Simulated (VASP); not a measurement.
Calculation: vdW-DF-cx, VASP's PBE PAW potentials (set 64) (plane waves; VASP).

A VASP calculation is set up with these files.

POSCAR:
```
Cd
1.0
  1.4900000000  -2.5807560000   0.0000000000
  1.4900000000   2.5807560000   0.0000000000
  0.0000000000   0.0000000000   5.6200000000
Cd
2
Cart
  1.4900000000   0.8602537205   1.4050000000
  1.4900000000  -0.8602537205   4.2150000000
```

KPOINTS:
```
Automatic
0
Gamma
 13 13 6
0 0 0
```

### INCAR
```
AGGAC = 0.0
LREAL = .FALSE.   # projection in real space or not
LMAXMIX = 4   # l cut-off of mixed one-centre charges
LWAVE = .FALSE.
SYSTEM = Cd
LASPH = .TRUE.   # aspherical one-centre terms
EDIFF = 1E-6
EDIFFG = -0.01
ISIF = 3   # ions, shape and volume
ENCUT = 520   # plane-wave cut-off (eV)
LUSE_VDW = .TRUE.
LCHARG = .FALSE.
SIGMA = 0.1   # width (eV)
NSW = 60
GGA = CX
ALGO = Normal   # blocked Davidson
NELM = 100   # most electronic steps
IBRION = 2   # conjugate gradients
PREC = Accurate
ISMEAR = 1
```

POTCAR, in this order: Cd (PBE.64 set). Program: vasp_std.

What VASP printed:

File OSZICAR:
```
       N       E                     dE             d eps       ncg     rms          rms(c)
DAV:   1     0.171908930382E+03    0.17191E+03   -0.13431E+04  2696   0.150E+03
DAV:   2     0.786230851924E+01   -0.16405E+03   -0.16067E+03  2736   0.372E+02
DAV:   3     0.447766522968E+01   -0.33846E+01   -0.33804E+01  3312   0.635E+01
DAV:   4     0.447342483689E+01   -0.42404E-02   -0.42403E-02  3160   0.196E+00
DAV:   5     0.447341369613E+01   -0.11141E-04   -0.11141E-04  3240   0.938E-02    0.439E+00
DAV:   6     0.460947166463E+01    0.13606E+00   -0.39086E-01  2872   0.819E+00    0.351E+00
DAV:   7     0.461787152153E+01    0.83999E-02   -0.33496E-02  3024   0.185E+00    0.183E+00
DAV:   8     0.461844201073E+01    0.57049E-03   -0.36045E-03  2952   0.844E-01    0.970E-02
DAV:   9     0.461840805316E+01   -0.33958E-04   -0.29858E-05  3440   0.656E-02    0.403E-02
DAV:  10     0.461836575750E+01   -0.42296E-04   -0.40209E-05  3024   0.660E-02    0.359E-03
DAV:  11     0.461836579395E+01    0.36449E-07   -0.59251E-08  2144   0.254E-03
   1 F= 0.46183658E+01 E0= 0.46185465E+01  d E =0.461837E+01
       N       E                     dE             d eps       ncg     rms          rms(c)
DAV:   1     0.451186675075E+01   -0.10650E+00   -0.21156E+00  2688   0.188E+01    0.220E+00
DAV:   2     0.460733158094E+01    0.95465E-01   -0.27271E-01  2768   0.732E+00    0.660E-01
DAV:   3     0.461368495627E+01    0.63534E-02   -0.12869E-02  3136   0.128E+00    0.519E-01
DAV:   4     0.461515263834E+01    0.14677E-02   -0.19154E-03  2992   0.397E-01    0.593E-02
DAV:   5     0.461515181823E+01   -0.82010E-06   -0.98833E-05  3040   0.131E-01    0.320E-02
DAV:   6     0.461514609325E+01   -0.57250E-05   -0.49905E-06  2624   0.172E-02    0.680E-03
DAV:   7     0.461514557752E+01   -0.51573E-06   -0.80776E-07  1672   0.120E-02
   2 F= 0.46151456E+01 E0= 0.46152111E+01  d E =-.322022E-02
       N       E                     dE             d eps       ncg     rms          rms(c)
DAV:   1     0.460544235753E+01   -0.97037E-02   -0.19681E-01  2688   0.578E+00    0.686E-01
DAV:   2     0.461424184844E+01    0.87995E-02   -0.24536E-02  2784   0.219E+00    0.211E-01
DAV:   3     0.461485103034E+01    0.60918E-03   -0.11822E-03  3152   0.397E-01    0.168E-01
DAV:   4     0.461498736329E+01    0.13633E-03   -0.17013E-04  2992   0.118E-01    0.168E-02
DAV:   5     0.461498679803E+01   -0.56526E-06   -0.79244E-06  3032   0.357E-02
   3 F= 0.46149868E+01 E0= 0.46150032E+01  d E =-.337900E-02
       N       E                     dE             d eps       ncg     rms          rms(c)
DAV:   1     0.459775993042E+01   -0.17227E-01   -0.70535E-01  2848   0.780E+00    0.639E-01
DAV:   2     0.460874691897E+01    0.10987E-01   -0.92899E-03  2864   0.135E+00    0.346E-01
DAV:   3     0.461333695758E+01    0.45900E-02   -0.62775E-03  2880   0.792E-01    0.122E-01
DAV:   4     0.461343797053E+01    0.10101E-03   -0.78586E-04  3168   0.325E-01    0.618E-02
DAV:   5     0.461344089048E+01    0.29199E-05   -0.40153E-05  3096   0.827E-02    0.240E-02
DAV:   6     0.461344286652E+01    0.19760E-05   -0.11167E-05  2880   0.447E-02    0.323E-03
DAV:   7     0.461344289775E+01    0.31236E-07   -0.11770E-07  1496   0.356E-03
   4 F= 0.46134429E+01 E0= 0.46134204E+01  d E =-.154390E-02
       N       E                     dE             d eps       ncg     rms          rms(c)
DAV:   1     0.461279405309E+01   -0.64881E-03   -0.25812E-02  2848   0.149E+00    0.123E-01
DAV:   2     0.461320118773E+01    0.40713E-03   -0.35300E-04  2896   0.268E-01    0.664E-02
DAV:   3     0.461336830358E+01    0.16712E-03   -0.22307E-04  2896   0.149E-01    0.240E-02
DAV:   4     0.461337259749E+01    0.42939E-05   -0.29578E-05  3192   0.615E-02    0.119E-02
DAV:   5     0.461337276300E+01    0.16551E-06   -0.15193E-06  1552   0.163E-02
   5 F= 0.46133728E+01 E0= 0.46133793E+01  d E =-.161404E-02
       N       E                     dE             d eps       ncg     rms          rms(c)
DAV:   1     0.461333097810E+01   -0.41619E-04   -0.16356E-03  2872   0.376E-01    0.309E-02
DAV:   2     0.461335670728E+01    0.25729E-04   -0.22298E-05  2880   0.678E-02    0.167E-02
DAV:   3     0.461336722191E+01    0.10515E-04   -0.13997E-05  2904   0.373E-02    0.603E-03
DAV:   4     0.461336739901E+01    0.17710E-06   -0.18226E-06  1712   0.153E-02
   6 F= 0.46133674E+01 E0= 0.46133809E+01  d E =-.161940E-02
       N       E                     dE             d eps       ncg     rms          rms(c)
DAV:   1     0.461322637693E+01   -0.14084E-03   -0.64596E-03  2864   0.747E-01    0.613E-02
DAV:   2     0.461332816288E+01    0.10179E-03   -0.86856E-05  2896   0.133E-01    0.332E-02
DAV:   3     0.461336997643E+01    0.41814E-04   -0.56137E-05  2888   0.748E-02    0.121E-02
DAV:   4     0.461337084774E+01    0.87130E-06   -0.73767E-06  3088   0.308E-02
   7 F= 0.46133708E+01 E0= 0.46133981E+01  d E =-.161595E-02
       N       E                     dE             d eps       ncg     rms          rms(c)
DAV:   1     0.461333951630E+01   -0.30460E-04   -0.12021E-03  2848   0.323E-01    0.279E-02
DAV:   2     0.461335884823E+01    0.19332E-04   -0.18644E-05  2888   0.620E-02    0.146E-02
DAV:   3     0.461336665400E+01    0.78058E-05   -0.99173E-06  2928   0.313E-02    0.530E-03
DAV:   4     0.461336711980E+01    0.46580E-06   -0.14287E-06  1504   0.132E-02
   8 F= 0.46133671E+01 E0= 0.46133886E+01  d E =-.161968E-02
       N       E                     dE             d eps       ncg     rms          rms(c)
DAV:   1     0.460291768561E+01   -0.10449E-01   -0.20277E-01  2704   0.608E+00    0.740E-01
DAV:   2     0.461246547473E+01    0.95478E-02   -0.26484E-02  2704   0.228E+00    0.226E-01
DAV:   3     0.461308453013E+01    0.61906E-03   -0.12482E-03  2960   0.423E-01    0.185E-01
DAV:   4     0.461323643529E+01    0.15191E-03   -0.11976E-04  2840   0.873E-02    0.148E-02
DAV:   5     0.461323713761E+01    0.70232E-06   -0.32334E-06  2624   0.185E-02
   9 F= 0.46132371E+01 E0= 0.46132889E+01  d E =-.129982E-03
```

OUTCAR:
```
------------------------ aborting loop because EDIFF is reached ----------------------------------------
  FORCE on cell =-STRESS in cart. coord.  units (eV):
  Direction    XX          YY          ZZ          XY          YZ          ZX
  --------------------------------------------------------------------------------------
  Total       -0.0041861     -0.0041861      0.0179013      0.0000000      0.0000000      0.0000000
  in kB       -0.1582520     -0.1582521      0.6767458      0.0000000      0.0000000      0.0000000
  external PRESSURE =       0.1200806 kB  Pullay stress =       0.0000000 kB
  volume of cell :       42.38
      direct lattice vectors                 reciprocal lattice vectors
     1.490742296 -2.582041694 -0.000000000     0.335403377 -0.193645208 -0.000000000
     1.490742296  2.582041694  0.000000000     0.335403377  0.193645208 -0.000000000
     0.000000000  0.000000000  5.505211894     0.000000000 -0.000000000  0.181646051
 POSITION                                       TOTAL-FORCE (eV/Angst)
 -----------------------------------------------------------------------------------
      1.49074      0.86068      1.37630         0.000000     -0.000000     -0.000000
      1.49074     -0.86068      4.12891        -0.000000      0.000000      0.000000
 -----------------------------------------------------------------------------------
    total drift:                               -0.000000      0.000192      0.000002
  FREE ENERGIE OF THE ION-ELECTRON SYSTEM (eV)
  ---------------------------------------------------
  free  energy   TOTEN  =         4.6132371376 eV

  energy  without entropy=        4.6133923325  energy(sigma->0) =        4.61328887

 reached required accuracy - stopping structural energy minimisation
```
(Selected blocks of OUTCAR.)

### CONTCAR
```
Cd
   1.00000000000000
     1.4907422955605651   -2.5820416940170245   -0.0000000000000000
     1.4907422955605651    2.5820416940170245    0.0000000000000000
     0.0000000000000000    0.0000000000000000    5.5052118943656723
  Cd
     2
Direct
     0.3333330000000032    0.6666669999999968    0.2500000000000000
     0.6666669999999968    0.3333330000000032    0.7500000000000000
```

The compound is Cd in the hcp structure. This run relaxes it. Symmetry was kept, so distortions that lower it aren't found.
